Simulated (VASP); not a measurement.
Output of a VASP run:

OSZICAR:
```
       N       E                     dE             d eps       ncg     rms          rms(c)
DAV:   1     0.148791936995E+03    0.14879E+03   -0.94837E+03   826   0.143E+03
DAV:   2     0.215891245218E+01   -0.14663E+03   -0.14400E+03   854   0.350E+02
DAV:   3    -0.736432524036E+01   -0.95232E+01   -0.94297E+01  1082   0.975E+01
DAV:   4    -0.757885449722E+01   -0.21453E+00   -0.21446E+00  1018   0.158E+01
DAV:   5    -0.758673914293E+01   -0.78846E-02   -0.78844E-02  1146   0.282E+00    0.710E+00
DAV:   6    -0.752757602017E+01    0.59163E-01   -0.10110E-01  1180   0.383E+00    0.439E+00
DAV:   7    -0.751926089481E+01    0.83151E-02   -0.61971E-02  1112   0.219E+00    0.584E-01
DAV:   8    -0.751790379287E+01    0.13571E-02   -0.10280E-02  1070   0.127E+00    0.236E-01
DAV:   9    -0.751797351941E+01   -0.69727E-04   -0.56745E-04   974   0.263E-01    0.625E-02
DAV:  10    -0.751797085174E+01    0.26677E-05   -0.20991E-05  1090   0.671E-02    0.203E-02
DAV:  11    -0.751797112250E+01   -0.27075E-06   -0.31074E-06   870   0.211E-02
   1 F= -.10304593E+01 E0= -.10303812E+01  d E =-.103046E+01
       N       E                     dE             d eps       ncg     rms          rms(c)
DAV:   1    -0.749915332845E+01    0.18818E-01   -0.56448E-02  1022   0.475E+00    0.255E-01
DAV:   2    -0.749760455704E+01    0.15488E-02   -0.32223E-03  1004   0.122E+00    0.844E-02
DAV:   3    -0.749733916381E+01    0.26539E-03   -0.10439E-03  1034   0.624E-01    0.140E-02
DAV:   4    -0.749734088035E+01   -0.17165E-05   -0.23340E-05   848   0.469E-02    0.151E-02
DAV:   5    -0.749734334216E+01   -0.24618E-05   -0.40791E-06   974   0.227E-02    0.556E-03
DAV:   6    -0.749734373149E+01   -0.38933E-06   -0.36344E-07   442   0.957E-03
   2 F= -.10303730E+01 E0= -.10303124E+01  d E =0.863214E-04
       N       E                     dE             d eps       ncg     rms          rms(c)
DAV:   1    -0.751281899226E+01   -0.15476E-01   -0.28214E-02  1016   0.337E+00    0.180E-01
DAV:   2    -0.751205530378E+01    0.76369E-03   -0.15955E-03   998   0.856E-01    0.595E-02
DAV:   3    -0.751192127550E+01    0.13403E-03   -0.52035E-04  1034   0.440E-01    0.972E-03
DAV:   4    -0.751192003062E+01    0.12449E-05   -0.11556E-05   824   0.332E-02    0.105E-02
DAV:   5    -0.751191894985E+01    0.10808E-05   -0.18083E-06   758   0.156E-02    0.370E-03
DAV:   6    -0.751191863139E+01    0.31846E-06   -0.42233E-07   430   0.104E-02
   3 F= -.10304750E+01 E0= -.10304021E+01  d E =-.156336E-04
```

File OUTCAR:
```
------------------------ aborting loop because EDIFF is reached ----------------------------------------
  FORCE on cell =-STRESS in cart. coord.  units (eV):
  Direction    XX          YY          ZZ          XY          YZ          ZX
  --------------------------------------------------------------------------------------
  Total        6.4832963      6.4832963      6.4832963      0.0000000      0.0000000     -0.0000000
  in kB      200.0571671    200.0571671    200.0571671      0.0000000      0.0000000     -0.0000000
  external PRESSURE =       0.0571671 kB  Pullay stress =     200.0000000 kB
  volume of cell :       51.92
      direct lattice vectors                 reciprocal lattice vectors
    -0.000000000  2.961016182  2.961016182    -0.168860948  0.168860948  0.168860948
     2.961016182 -0.000000000  2.961016182     0.168860948 -0.168860948  0.168860948
     2.961016182  2.961016182  0.000000000     0.168860948  0.168860948 -0.168860948
  FREE ENERGIE OF THE ION-ELECTRON SYSTEM (eV)
  ---------------------------------------------------
  free  energy   TOTEN  =        -7.5119186314 eV

  energy  without entropy=       -7.5117729323  energy(sigma->0) =       -7.51184578
  enthalpy is  TOTEN    =        -1.0304749555 eV   P V=        6.4814436759

 reached required accuracy - stopping structural energy minimisation
```
(Selected blocks of OUTCAR.)

File POSCAR:
```
PbTe
1
    0.0000000000     2.9619399581     2.9619399581
    2.9619399581     0.0000000000     2.9619399581
    2.9619399581     2.9619399581     0.0000000000
Pb Te
1 1
Direct
  0.0000000000   0.0000000000   1.0000000000
  0.5000000000   0.5000000000   0.5000000000
```

Problem. Write an INCAR and KPOINTS that could have produced this output.

Solution. Several could match; the one computed here: the input of the run itself, PBEsol GGA, plane waves, VASP's PBE PAW potentials (set 64).

INCAR:
```
SYSTEM = PbTe
PREC = Accurate; ENCUT = 500; LREAL = .False.
LASPH = .True.
EDIFF = 1E-6; NELM = 100; ALGO = Normal
LMAXMIX = 4
ISMEAR = 0; SIGMA = 0.05
GGA = PS
IBRION = 2; NSW = 40; ISIF = 3
EDIFFG = -0.02; PSTRESS = 200
LWAVE = .False.; LCHARG = .False.
```

File KPOINTS:
```
Automatic mesh
0
Gamma
8 8 8
0 0 0
```

POTCAR, in this order: Pb_d Te (PBE.64 set). Program: vasp_std.

The structure was generated: PbTe was put into the rock salt type (Fm-3m), which need not be its known phase. This run relaxes it under an external pressure of 20 GPa. Symmetry was kept, so distortions that lower it aren't found.
